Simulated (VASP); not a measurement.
```
AgBr
1.0
    0.00000     2.89217     2.89217
    2.89217     0.00000     2.89217
    2.89217     2.89217     0.00000
Ag Br
1 1
Direct
  0.00000   0.00000   0.00000
  0.50000   0.50000   0.50000
```

These are PBEsol GGA, VASP's PBE PAW potentials (set 64) (plane waves; VASP 6.6.1) values and carry that method's errors. Run with 520 eV cut-off, 8×8×8 Γ-centred mesh, Gaussian smearing of 0.050 eV, potentials Ag Br.

Q: Predict the energy per atom (σ→0), pressure, band gap (on the k-mesh) with the smallest direct gap where there is one.

A: 
```
Item                                         Result
-----------------------------------  --------------
band gap (on the k-mesh)                    0.51 eV
smallest direct gap (on the k-mesh)         2.38 eV
energy per atom (σ→0)                -2.838 eV/atom
pressure                                  -2.62 GPa
```

The compound is AgBr in the rock salt structure. This cell is one point of a volume scan, at 1.06 of the reference volume.
